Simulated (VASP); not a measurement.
Here is the system:

```
AgCl
1.0
    0.00000     2.77100     2.77100
    2.77100     0.00000     2.77100
    2.77100     2.77100     0.00000
Ag Cl
1 1
Direct
  0.00000   0.00000   0.00000
  0.50000   0.50000   0.50000
```

These are r2SCAN meta-GGA, VASP's PBE PAW potentials (set 64) (plane waves; VASP 6.6.1) values and carry that method's errors. Settings: 520 eV cut-off, 9×9×9 Γ-centred mesh, tetrahedra with Blöchl corrections, potentials Ag Cl.

Task: Give the energies of bands 2 to 11 at the high-symmetry points, in eV from the valence-band maximum.

Result: 
```csv
band,Γ,X,U,L,W
2,-2.46,-4.47,-4.33,-5.35,-4.32
3,-2.46,-3.19,-4.31,-4.28,-4.12
4,-2.46,-3.19,-3.91,-4.28,-4.12
5,-2.44,-2.77,-2.31,-2.08,-2.00
6,-2.44,-2.21,-2.02,-2.08,-2.00
7,-2.44,-1.96,-1.85,-1.76,-1.96
8,-2.39,-1.96,-1.63,0.00,-1.94
9,-2.39,-1.85,-1.05,0.00,-1.14
10,1.42,2.92,4.16,4.70,4.73
11,11.34,8.34,7.72,7.18,8.37
```

The gap is indirect, 1.42 eV, from the valence maximum at L to the conduction minimum at Γ.

The compound is AgCl in the rock salt structure. It was relaxed first.
